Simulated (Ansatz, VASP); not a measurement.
## Cross-check of Mg3BiSb between VASP and Ansatz

One calculation is typed for both programs; each brings its own data sets and cutoff. How far apart do they land?

Program: Ansatz 0.2.0. Level of theory: plane waves, with VASP 6.6.1 beside it; single point at r2SCAN. Results are calculated unless marked as measured.

### Step 1. Set-up

Symmetry: P3m1, No. 156, trigonal system. Conventional cell: a = 4.664 Å, b = 4.664 Å, c = 7.360 Å, α = 90.00°, β = 90.00°, γ = 120.00°. Nearest to Sb lie 7 Mg at 2.87 to 3.15 Å. Nearest to Bi lie 7 Mg at 2.91 to 3.17 Å. Mg has 3 Sb at 3.15 Å and 3 Bi at 3.17 Å nearest. Nearest to Mg lie 3 Sb at 2.87 Å and 1 Bi at 3.04 Å. Mg has 3 Bi at 2.91 Å and 1 Sb at 2.94 Å nearest. Farther neighbours are not listed.

### Step 2. VASP: single point, r2SCAN

A single point gives forces, pressure and levels at one fixed geometry, so differences don't come from the geometry; what else differs is listed under the comparison.

Lines of VASP's logs that name or quote its potential files are left out, and so is its time.

INCAR

```
SYSTEM = Mg3BiSb
PREC = Accurate
ENCUT = 400
EDIFF = 1E-06
NELM = 100
ISMEAR = 0
SIGMA = 0.05
LREAL = .FALSE.
ALGO = Normal
METAGGA = R2SCAN
LASPH = .TRUE.
NBANDS = 72
LWAVE = .FALSE.
LCHARG = .FALSE.
KPAR = 2
NCORE = 4
ICORELEVEL = 1
```

POSCAR

```
Mg3BiSb
1.0
    9.3286809250      0.0000000000      0.0000000000
   -4.6643404626      8.0788746648      0.0000000000
    0.0000000000      0.0000000000      7.3603450000
Sb Bi Sb Mg
1 4 3 12
Direct
    0.3333333350      0.1666666650      0.2276015587
    0.1666666650      0.3333333350      0.7764624620
    0.1666666650      0.8333333350      0.7764624620
    0.6666666650      0.3333333350      0.7764624620
    0.6666666650      0.8333333350      0.7764624620
    0.3333333350      0.6666666650      0.2276015587
    0.8333333350      0.1666666650      0.2276015587
    0.8333333350      0.6666666650      0.2276015587
    0.0000000000      0.0000000000      0.0044207813
    0.0000000000      0.5000000000      0.0044207813
    0.5000000000      0.0000000000      0.0044207813
    0.5000000000      0.5000000000      0.0044207813
    0.1666666650      0.3333333350      0.3640768459
    0.1666666650      0.8333333350      0.3640768459
    0.6666666650      0.3333333350      0.3640768459
    0.6666666650      0.8333333350      0.3640768459
    0.3333333350      0.1666666650      0.6274383520
    0.3333333350      0.6666666650      0.6274383520
    0.8333333350      0.1666666650      0.6274383520
    0.8333333350      0.6666666650      0.6274383520
```

KPOINTS

```
Automatic mesh
0
Gamma
3 3 3
0 0 0
```

The projector-augmented-wave data sets are Sb, Bi_d, Sb and Mg (PBE family, release 64).

Launch:

```bash
$ mpirun -np 8 vasp_std
```

Numbers of over 12 decimals in the logs are rounded to 6 here.

The program printed:

```text
[banner, memory and clock lines left out]
running    8 mpi-ranks, on    1 nodes
 distrk:  each k-point on    4 cores,    2 groups
 distr:  one band on    4 cores,    1 groups

 POSCAR found type information on POSCAR SbBiSbMg
 POSCAR found :  4 types and      20 ions
|                                                                             |
|               ----> ADVICE to this user running VASP <----                  |
|                                                                             |
|     You have a (more or less) 'large supercell' and for larger cells it     |
|     might be more efficient to use real-space projection operators.         |
|     Therefore, try LREAL= Auto in the INCAR file.                           |
|     Mind: For very accurate calculation, you might also keep the            |
|     reciprocal projection scheme (i.e. LREAL=.FALSE.).                      |
|                                                                             |

|                                                                             |
|               ----> ADVICE to this user running VASP <----                  |
|                                                                             |
|     You enforced a specific xc type in the INCAR file but a different       |
|     [... a line on the potential file left out ...]
|     I HOPE YOU KNOW WHAT YOU ARE DOING!                                     |
|                                                                             |

 LDA part: xc-table for (None), standard interpolation
 POSCAR, INCAR and KPOINTS ok, starting setup
 FFT: planning ... GRIDC
 FFT: planning ... GRID_SOFT
 FFT: planning ... GRID
 WAVECAR not read
 entering main loop
       N       E                     dE             d eps       ncg     rms          rms(c)
DAV:   1     0.405322937680E+03    0.40532E+03   -0.38684E+04  1152   0.108E+03
DAV:   2    -0.331525547211E+03   -0.73685E+03   -0.70338E+03  1120   0.284E+02
DAV:   3    -0.409881699090E+03   -0.78356E+02   -0.77298E+02  1248   0.115E+02
DAV:   4    -0.413069298398E+03   -0.31876E+01   -0.31798E+01  1208   0.253E+01
DAV:   5    -0.413214640094E+03   -0.14534E+00   -0.14533E+00  1424   0.500E+00    0.794E+00
DAV:   6    -0.394259002521E+03    0.18956E+02   -0.63824E+00  1120   0.138E+01    0.491E+00
DAV:   7    -0.394300768807E+03   -0.41766E-01   -0.17988E+00  1208   0.360E+00    0.237E+00
DAV:   8    -0.394364345518E+03   -0.63577E-01   -0.15299E-01  1160   0.171E+00    0.907E-01
DAV:   9    -0.394368798992E+03   -0.44535E-02   -0.25605E-02  1168   0.954E-01    0.179E-01
DAV:  10    -0.394368658933E+03    0.14006E-03   -0.29593E-03  1400   0.263E-01    0.488E-02
DAV:  11    -0.394368724619E+03   -0.65686E-04   -0.43916E-04  1216   0.755E-02    0.339E-02
DAV:  12    -0.394368751365E+03   -0.26746E-04   -0.44299E-05  1216   0.246E-02    0.992E-03
DAV:  13    -0.394368744810E+03    0.65543E-05   -0.10267E-05  1112   0.175E-02    0.575E-03
DAV:  14    -0.394368744128E+03    0.68265E-06   -0.18149E-06   864   0.357E-03
   1 F= -.39436874E+03 E0= -.39436874E+03  d E =-.153731E-10
```

OUTCAR, selected parts (step 2):

```text
ion  position               nearest neighbor table
   1  0.333  0.167  0.228-  15 2.87  14 2.87  13 2.87  17 2.94  11 3.15   9 3.15  12 3.15
   2  0.167  0.333  0.776-  19 2.91  18 2.91  17 2.91  13 3.04  10 3.17  12 3.17   9 3.17
   3  0.167  0.833  0.776-  20 2.91  17 2.91  18 2.91  14 3.04   9 3.17  11 3.17  10 3.17
   4  0.667  0.333  0.776-  17 2.91  20 2.91  19 2.91  15 3.04  12 3.17  10 3.17  11 3.17
   5  0.667  0.833  0.776-  18 2.91  19 2.91  20 2.91  16 3.04  11 3.17   9 3.17  12 3.17
   6  0.333  0.667  0.228-  16 2.87  13 2.87  14 2.87  18 2.94  12 3.15  10 3.15  11 3.15
   7  0.833  0.167  0.228-  13 2.87  16 2.87  15 2.87  19 2.94   9 3.15  11 3.15  10 3.15
   8  0.833  0.667  0.228-  14 2.87  15 2.87  16 2.87  20 2.94  10 3.15  12 3.15   9 3.15
   9  0.000  0.000  0.004-   7 3.15   1 3.15   8 3.15   3 3.17   5 3.17   2 3.17
  10  0.000  0.500  0.004-   8 3.15   6 3.15   7 3.15   2 3.17   4 3.17   3 3.17
  11  0.500  0.000  0.004-   1 3.15   7 3.15   6 3.15   5 3.17   3 3.17   4 3.17
  12  0.500  0.500  0.004-   6 3.15   8 3.15   1 3.15   4 3.17   2 3.17   5 3.17
  13  0.167  0.333  0.364-   7 2.87   6 2.87   1 2.87   2 3.04  19 3.32  18 3.32  17 3.32
  14  0.167  0.833  0.364-   8 2.87   1 2.87   6 2.87   3 3.04  20 3.32  17 3.32  18 3.32
  15  0.667  0.333  0.364-   1 2.87   8 2.87   7 2.87   4 3.04  17 3.32  20 3.32  19 3.32
  16  0.667  0.833  0.364-   6 2.87   7 2.87   8 2.87   5 3.04  18 3.32  19 3.32  20 3.32
  17  0.333  0.167  0.627-   4 2.91   3 2.91   2 2.91   1 2.94  15 3.32  14 3.32  13 3.32
  18  0.333  0.667  0.627-   5 2.91   2 2.91   3 2.91   6 2.94  16 3.32  13 3.32  14 3.32
  19  0.833  0.167  0.627-   2 2.91   5 2.91   4 2.91   7 2.94  13 3.32  16 3.32  15 3.32
  20  0.833  0.667  0.627-   3 2.91   4 2.91   5 2.91   8 2.94  14 3.32  15 3.32  16 3.32

  LATTYP: Found a hexagonal cell.
 ALAT       =     9.3286809250
 C/A-ratio  =     0.7890016884

 Subroutine GETGRP returns: Found  6 space group operations
 (whereof  2 operations were pure point group operations)

The static configuration has the point symmetry C_1h.
 The point group associated with its full space group is C_3v.

 Found      7 irreducible k-points:

   k-points           NKPTS =      7   k-points in BZ     NKDIM =      7   number of bands    NBANDS=     72

   dimension x,y,z NGX =    64 NGY =   64 NGZ =   48
   dimension x,y,z NGXF=   128 NGYF=  128 NGZF=   96

   ENCUT  =  400.0 eV  29.40 Ry    5.42 a.u.  15.21 15.21 12.00*2*pi/ulx,y,z

   NELECT =     104.0000    total number of electrons

 k-points in reciprocal lattice and weights: Automatic mesh
   0.00000000  0.00000000  0.00000000       0.037
   0.33333333  0.00000000  0.00000000       0.222
   0.33333333  0.33333333  0.00000000       0.074
   0.00000000  0.00000000  0.33333333       0.074
   0.33333333  0.00000000  0.33333333       0.222
   0.00000000  0.33333333  0.33333333       0.222
   0.33333333  0.33333333  0.33333333       0.148

 the core state eigenenergies are
   1-  1s -30409.9026  2s  -4645.4044  2p  -4175.7198  3s   -914.3389  3p   -760.0283
       3d   -524.6807  4s   -147.3804  4p    -99.6271  4d    -29.5623
   2-  1s -90858.7337  2s -16362.8425  2p -14003.0119  3s  -3964.6712  3p  -3288.8058
       3d  -2612.4765  4s   -916.2429  4p   -693.6949  4d   -439.2721  4f   -159.1805
       5s   -156.4660  5p    -93.5547
   3-  1s -90858.7337  2s -16362.8425  2p -14003.0119  3s  -3964.6712  3p  -3288.8058
       3d  -2612.4765  4s   -916.2429  4p   -693.6949  4d   -439.2721  4f   -159.1805
       5s   -156.4660  5p    -93.5547
   4-  1s -90858.7337  2s -16362.8425  2p -14003.0119  3s  -3964.6712  3p  -3288.8058
       3d  -2612.4765  4s   -916.2429  4p   -693.6949  4d   -439.2721  4f   -159.1805
       5s   -156.4660  5p    -93.5547
   5-  1s -90858.7337  2s -16362.8425  2p -14003.0119  3s  -3964.6712  3p  -3288.8058
       3d  -2612.4765  4s   -916.2429  4p   -693.6949  4d   -439.2721  4f   -159.1805
       5s   -156.4660  5p    -93.5547
   6-  1s -30409.9026  2s  -4645.4045  2p  -4175.7199  3s   -914.3389  3p   -760.0283
       3d   -524.6807  4s   -147.3804  4p    -99.6272  4d    -29.5623
   7-  1s -30409.9026  2s  -4645.4045  2p  -4175.7199  3s   -914.3389  3p   -760.0283
       3d   -524.6807  4s   -147.3804  4p    -99.6272  4d    -29.5623
   8-  1s -30409.9026  2s  -4645.4045  2p  -4175.7199  3s   -914.3389  3p   -760.0283
       3d   -524.6807  4s   -147.3804  4p    -99.6272  4d    -29.5623
   9-  1s  -1275.5842  2s    -79.6701  2p    -45.7922
  10-  1s  -1275.5842  2s    -79.6701  2p    -45.7922
  11-  1s  -1275.5842  2s    -79.6701  2p    -45.7922
  12-  1s  -1275.5842  2s    -79.6701  2p    -45.7922
  13-  1s  -1274.4394  2s    -78.7935  2p    -44.9163
  14-  1s  -1274.4394  2s    -78.7935  2p    -44.9163
  15-  1s  -1274.4394  2s    -78.7935  2p    -44.9163
  16-  1s  -1274.4394  2s    -78.7935  2p    -44.9163
  17-  1s  -1274.3213  2s    -78.6973  2p    -44.8202
  18-  1s  -1274.3213  2s    -78.6973  2p    -44.8202
  19-  1s  -1274.3213  2s    -78.6973  2p    -44.8202
  20-  1s  -1274.3213  2s    -78.6973  2p    -44.8202

 E-fermi :   4.4692

 k-point     1 :       0.0000    0.0000    0.0000
  band No.  band energies     occupation
    ...
     48       3.3469      2.00000
     49       3.3469      2.00000
     50       3.8853      2.00000
     51       3.8853      2.00000
     52       4.2269      2.00000
     53       4.8829      0.00000
     54       4.8829      0.00000
     55       4.8829      0.00000
     56       5.0906      0.00000
     57       5.6646      0.00000
    ...

 k-point     2 :       0.3333    0.0000    0.0000
  band No.  band energies     occupation
    ...
     48       2.6223      2.00000
     49       2.9944      2.00000
     50       3.5056      2.00000
     51       3.8154      2.00000
     52       3.9577      2.00000
     53       5.2097      0.00000
     54       5.3446      0.00000
     55       5.3446      0.00000
     56       6.1355      0.00000
     57       6.3999      0.00000
    ...

 k-point     3 :       0.3333    0.3333    0.0000
  band No.  band energies     occupation
    ...
     48       3.0730      2.00000
     49       3.0730      2.00000
     50       3.3679      2.00000
     51       3.3679      2.00000
     52       3.3679      2.00000
     53       4.7731      0.00000
     54       6.1115      0.00000
     55       6.1115      0.00000
     56       6.1115      0.00000
     57       7.0526      0.00000
    ...

  Total       -5.0370150     -5.0370150     -3.3111038      0.0000000      0.0000000     -0.0000000
  in kB      -14.5483769    -14.5483769     -9.5634391      0.0000000      0.0000000     -0.0000000
  external PRESSURE =     -12.8867310 kB  Pullay stress =       0.0000000 kB

  energy-cutoff  :      400.00
  volume of cell :      554.71
      direct lattice vectors                 reciprocal lattice vectors
     9.328680925  0.000000000  0.000000000     0.107196292  0.061889808  0.000000000
    -4.664340463  8.078874665  0.000000000     0.000000000  0.123779616  0.000000000
     0.000000000  0.000000000  7.360345000     0.000000000  0.000000000  0.135863197

 POSITION                                       TOTAL-FORCE (eV/Angst)
 -----------------------------------------------------------------------------------
      2.33217      1.34648      1.67523         0.000000     -0.000000      0.077177
     -0.00000      2.69296      5.71503        -0.000006      0.000003     -0.092461
     -2.33217      6.73240      5.71503         0.000000     -0.000007     -0.092461
      4.66434      2.69296      5.71503         0.000006      0.000003     -0.092461
      2.33217      6.73240      5.71503        -0.000000      0.000000     -0.092453
      0.00000      5.38592      1.67523         0.000000      0.000000      0.077177
      6.99651      1.34648      1.67523         0.000000     -0.000000      0.077177
      4.66434      5.38592      1.67523        -0.000000      0.000000      0.077177
      0.00000      0.00000      0.03254        -0.000000     -0.000000     -0.000280
     -2.33217      4.03944      0.03254         0.000000     -0.000000     -0.000280
      4.66434      0.00000      0.03254         0.000000     -0.000000     -0.000280
      2.33217      4.03944      0.03254        -0.000000      0.000000     -0.000280
     -0.00000      2.69296      2.67973         0.000000     -0.000000      0.008060
     -2.33217      6.73240      2.67973        -0.000000      0.000000      0.008060
      4.66434      2.69296      2.67973        -0.000000     -0.000000      0.008060
      2.33217      6.73240      2.67973         0.000000     -0.000000      0.008060
      2.33217      1.34648      4.61816         0.000000     -0.000000      0.007502
      0.00000      5.38592      4.61816         0.000000      0.000000      0.007502
      6.99651      1.34648      4.61816         0.000000     -0.000000      0.007502
      4.66434      5.38592      4.61816        -0.000000      0.000000      0.007502
 -----------------------------------------------------------------------------------
    total drift:                                0.000162     -0.000094     -0.014280

  FREE ENERGIE OF THE ION-ELECTRON SYSTEM (eV)
  ---------------------------------------------------
  free  energy   TOTEN  =      -394.3687441278 eV

  energy  without entropy=     -394.3687441278  energy(sigma->0) =     -394.36874413

[... 3 further parts left out ...]
```

The run ends at a pressure of -1.29 GPa, with forces up to 0.092 eV/Å.

(Part 1 of 2 ends here.)

[Lines on the potential files, build, host, timing and source positions are cut from VASP's logs without a mark.]

[Logs are printed without paths, hosts, clocks, repeated set-up lines and the standing remarks that a program may print on its own settings, such as how far it seeks lower states.]

[Hosts, paths, dates, database ids (printed as entryN), source tags and the programs' standing remarks are cut or masked in the printed files.]
